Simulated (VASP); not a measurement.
An input for Ansatz (written as the equivalent of a VASP run, and not itself run):

Ansatz 0.2 input:
```yaml
crystal:
  lattice:
    - [0.0000000, 3.0297049, 3.0297049]
    - [3.0297049, 0.0000000, 3.0297049]
    - [3.0297049, 3.0297049, 0.0000000]
  atoms:
    - { symbol: Al, position: [0.2500000, 0.2500000, 0.2500000] }
    - { symbol: Al, position: [0.7500000, 0.7500000, 0.7500000] }
    - { symbol: Au, position: [0.0000000, 0.0000000, 0.0000000] }
kpoints:
  mp_grid: { grid: [9, 9, 9] }
hamiltonian:
  xc: r2scan
  pseudopotentials: { kind: paw }
scf:
  occupations: { method: methfessel_paxton, width: 0.1 }
  max_iter: 100
output: { forces: true, stress: true, eigenvalues: true }
```

### Question
Translate this input to VASP (INCAR, KPOINTS, POSCAR, choice of POTCAR).

### Answer
One answer among several that fit: 
### KPOINTS
```
Automatic mesh
0
Gamma
9 9 9
0 0 0
```

### POSCAR
```
AuAl2
1
    0.0000000000     3.0297049021     3.0297049021
    3.0297049021     0.0000000000     3.0297049021
    3.0297049021     3.0297049021     0.0000000000
Al Au
2 1
Direct
  0.2500000000   0.2500000000   0.2500000000
  0.7500000000   0.7500000000   0.7500000000
  0.0000000000   0.0000000000   0.0000000000
```

### INCAR
```
SYSTEM = AuAl2
PREC = Accurate
ENCUT = 520
EDIFF = 1E-7
NELM = 100
ALGO = Normal
LREAL = .FALSE.
LASPH = .TRUE.
ISMEAR = 1
SIGMA = 0.1
METAGGA = R2SCAN
LMIXTAU = .TRUE.
LMAXMIX = 6
LWAVE = .FALSE.
LCHARG = .FALSE.
ISIF = 2
```

POTCAR, in this order: Al Au (PBE.64 set). Program: vasp_std.

Limits of the translation: each code has its own PAW files, so the cut-off isn't converted (ENCUT is set for VASP's; basis.ecutwfc is left out, and Ansatz then takes the one that its files recommend); Ansatz stops its SCF on the density residual and VASP on the energy change (EDIFF).

The compound is AuAl2 in the fluorite structure. This cell is one point of a volume scan, at 1.03 of the reference volume.
